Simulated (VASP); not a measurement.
Consider the following.

```yaml
crystal:
  lattice:
    - [0.00000, 3.07869, 3.07869]
    - [3.07869, 0.00000, 3.07869]
    - [3.07869, 3.07869, 0.00000]
  atoms:
    - { symbol: Pb, position: [0.00000, 0.00000, 0.00000] }
    - { symbol: Se, position: [0.50000, 0.50000, 0.50000] }
```

The numbers are results of optB86b-vdW, VASP's PBE PAW potentials (set 64) (plane waves; VASP), not measurements. Numerical set-up: 520 eV cut-off, 8×8×8 Γ-centred mesh, tetrahedra with Blöchl corrections, potentials Pb_d Se.

Unless said otherwise, spin-orbit coupling is left out, though it shifts the bands of the heavy elements here.

Estimate the energy per atom (σ→0), band gap (on the k-mesh) with the smallest direct gap where there is one.

| Property | Result |
|---|---|
| band gap (on the k-mesh) | 0.34 eV |
| smallest direct gap (on the k-mesh) | 0.34 eV |
| energy per atom (σ→0) | -1.781 eV/atom |

Only differences to runs with the same potentials and settings are physical.

The compound is PbSe in the rock salt structure. It was relaxed first.
